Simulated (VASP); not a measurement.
```
CELL_PARAMETERS angstrom
      0.00000     2.78540     2.78540
      2.78540     0.00000     2.78540
      2.78540     2.78540     0.00000
ATOMIC_POSITIONS crystal
  Ce 0.00000 0.00000 0.00000
  O  0.25000 0.25000 0.25000
  O  0.75000 0.75000 0.75000
```

Method: PBE GGA, VASP's PBE PAW potentials (set 64) (plane waves; VASP). Run with 520 eV cut-off, 7×7×7 Γ-centred mesh, Gaussian smearing of 0.050 eV, potentials Ce O.

**Question.** Give the stress tensor in GPa (positive for a compressed cell).

**Answer.** 
```
-8.89   0.00   0.00
 0.00  -8.89   0.00
 0.00   0.00  -8.89
```
The pressure is its mean diagonal, -8.89 GPa.

The compound is CeO2 in the fluorite structure. This cell is one point of a volume scan, at 1.06 of the reference volume. The run is not spin-polarised, so no magnetic state was tried.
